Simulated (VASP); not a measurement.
Computed with revTPSS meta-GGA, VASP's PBE PAW potentials (set 64) (plane waves; VASP).

VASP input:

### INCAR
```
SYSTEM = W
PREC = Accurate
ENCUT = 520
EDIFF = 1E-7
NELM = 100
ALGO = Normal
LREAL = .FALSE.
LASPH = .TRUE.
ISMEAR = -5
METAGGA = RTPSS
LMIXTAU = .TRUE.
LMAXMIX = 6
LWAVE = .FALSE.
LCHARG = .FALSE.
LORBIT = 11
NEDOS = 601
ISIF = 2
```

### KPOINTS_OPT
```
k-points along high-symmetry lines
10
Line-mode
Reciprocal
  0.000000   0.000000   0.000000 ! GAMMA
  0.500000  -0.500000   0.500000 ! H

  0.500000  -0.500000   0.500000 ! H
  0.000000   0.000000   0.500000 ! N

  0.000000   0.000000   0.500000 ! N
  0.000000   0.000000   0.000000 ! GAMMA

  0.000000   0.000000   0.000000 ! GAMMA
  0.250000   0.250000   0.250000 ! P

  0.250000   0.250000   0.250000 ! P
  0.500000  -0.500000   0.500000 ! H

  0.250000   0.250000   0.250000 ! P
  0.000000   0.000000   0.500000 ! N
```

File KPOINTS:
```
Automatic mesh
0
Gamma
  18 18 18
0 0 0
```

File POSCAR:
```
W
1
   -1.5818405647     1.5818405647     1.5818405647
    1.5818405647    -1.5818405647     1.5818405647
    1.5818405647     1.5818405647    -1.5818405647
W
1
Direct
  0.0000000000   0.0000000000   0.0000000000
```

POTCAR, in this order: W_sv (PBE.64 set). Program: vasp_std.

Output of the run:

### OSZICAR
```
       N       E                     dE             d eps       ncg     rms          rms(c)
DAV:   1     0.200600566540E+03    0.20060E+03   -0.12585E+04  4567   0.253E+03
DAV:   2     0.656224723999E+02   -0.13498E+03   -0.13006E+03  5165   0.569E+02
DAV:   3     0.591451562600E+02   -0.64773E+01   -0.62582E+01  6031   0.133E+02
DAV:   4     0.589959457201E+02   -0.14921E+00   -0.14901E+00  6132   0.220E+01
DAV:   5     0.589928425341E+02   -0.31032E-02   -0.31011E-02  6445   0.258E+00    0.272E+01
DAV:   6     0.253154812933E+02   -0.33677E+02   -0.56591E+01  4290   0.100E+02    0.103E+01
DAV:   7     0.267827333959E+02    0.14673E+01   -0.31047E+00  4818   0.272E+01    0.231E+00
DAV:   8     0.254709469483E+02   -0.13118E+01   -0.10727E+00  4395   0.163E+01    0.206E+00
DAV:   9     0.250883294339E+02   -0.38262E+00   -0.36740E-01  4494   0.933E+00    0.137E+00
DAV:  10     0.250760750854E+02   -0.12254E-01   -0.66489E-03  4704   0.127E+00    0.385E-01
DAV:  11     0.250745131143E+02   -0.15620E-02   -0.27312E-03  4569   0.750E-01    0.235E-01
DAV:  12     0.250723202522E+02   -0.21929E-02   -0.65614E-04  4470   0.369E-01    0.126E-02
DAV:  13     0.250722912602E+02   -0.28992E-04   -0.24949E-05  4859   0.617E-02    0.273E-02
DAV:  14     0.250722969954E+02    0.57352E-05   -0.37301E-06  4526   0.178E-02    0.790E-03
DAV:  15     0.250722938662E+02   -0.31292E-05   -0.42547E-07  4587   0.103E-02    0.193E-03
DAV:  16     0.250722949991E+02    0.11329E-05   -0.17071E-07  4048   0.531E-03    0.127E-03
DAV:  17     0.250722942502E+02   -0.74885E-06   -0.18593E-08  2220   0.182E-03    0.307E-04
DAV:  18     0.250722943504E+02    0.10014E-06   -0.22649E-09  2190   0.776E-04    0.229E-05
DAV:  19     0.250722943578E+02    0.74624E-08   -0.29761E-10  2181   0.287E-04
   1 F= 0.25072294E+02 E0= 0.25072294E+02  d E =0.000000E+00
       N       E                     dE             ncg
```

### OUTCAR
```
------------------------ aborting loop because EDIFF is reached ----------------------------------------
  FORCE on cell =-STRESS in cart. coord.  units (eV):
  Direction    XX          YY          ZZ          XY          YZ          ZX
  --------------------------------------------------------------------------------------
  Total        0.0072787      0.0072787      0.0072787      0.0000000      0.0000000      0.0000000
  in kB        0.7365748      0.7365748      0.7365748      0.0000000      0.0000000      0.0000000
  external PRESSURE =       0.7365748 kB  Pullay stress =       0.0000000 kB
  volume of cell :       15.83
      direct lattice vectors                 reciprocal lattice vectors
    -1.581840565  1.581840565  1.581840565     0.000000000  0.316087481  0.316087481
     1.581840565 -1.581840565  1.581840565     0.316087481  0.000000000  0.316087481
     1.581840565  1.581840565 -1.581840565     0.316087481  0.316087481  0.000000000
 POSITION                                       TOTAL-FORCE (eV/Angst)
 -----------------------------------------------------------------------------------
      0.00000      0.00000      0.00000         0.000000      0.000000      0.000000
 -----------------------------------------------------------------------------------
    total drift:                                0.000000      0.000000      0.000000
  FREE ENERGIE OF THE ION-ELECTRON SYSTEM (eV)
  ---------------------------------------------------
  free  energy   TOTEN  =        25.0722943578 eV

  energy  without entropy=       25.0722943578  energy(sigma->0) =       25.07229436

 total charge

# of ion       s       p       d       tot
------------------------------------------
    1        2.400   6.342   3.320  12.062
```
(Selected blocks of OUTCAR.)

For a metal the tetrahedron method with Blöchl corrections gives inexact stress and forces.

The compound is W in the bcc structure. It was relaxed first.
